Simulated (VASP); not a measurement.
Given:

```
CELL_PARAMETERS angstrom
      0.00000     2.59808     2.59808
      2.59808     0.00000     2.59808
      2.59808     2.59808     0.00000
ATOMIC_POSITIONS crystal
  Mn 0.75000 0.75000 0.75000
  Mn 0.50000 0.50000 0.50000
```
Starting moments (μB, in the order of the record's atoms Mn Mn): 4.0 4.0.

Computed with PBEsol GGA, VASP's PBE PAW potentials (set 64) (plane waves; VASP 6.6.1). Run with 400 eV cut-off, 11×11×11 Γ-centred mesh, first-order Methfessel-Paxton smearing of 0.10 eV, potentials Mn_pv.

Energy and stress use the plane-wave basis of the starting cell. The moments were started parallel, and other spin orders were not tried in this run.

**Question.** The ions, cell shape and volume are relaxed. Which structure does the run end with?

**Answer.** 
```
CELL_PARAMETERS angstrom
      0.00000     2.44163     2.44163
      2.44163     0.00000     2.44163
      2.44163     2.44163     0.00000
ATOMIC_POSITIONS crystal
  Mn 0.75000 0.75000 0.75000
  Mn 0.50000 0.50000 0.50000
```
Space group Fd-3m (227), at a tolerance of 0.03 Å. The cell ends with 0.00 μB, on the sites 0.00 0.00 μB.

**Question.** How do energy and volume change from the first to the last step?

**Answer.** The energy (σ→0) changes by -232.7 meV/atom and the volume by -17.0 %, in 7 ionic steps.

```
step  E(σ→0) (eV)  max force (eV/Å)  pressure (GPa)  volume (Å³)
----  -----------  ----------------  --------------  -----------
1        -16.0339             0.000          -21.19        35.07
2        -15.9931             0.000           41.62        24.57
3        -16.4989             0.000           -0.98        29.27
4        -16.4994             0.000           -0.14        29.14
5        -16.4992             0.000            0.51        29.03
6        -16.4992             0.000           -0.53        29.20
7        -16.4994             0.000            0.00        29.11
```

The structure was generated: Mn was put into the diamond type (Fd-3m), which need not be its known phase. This run relaxes it. Symmetry was kept, so distortions that lower it aren't found.
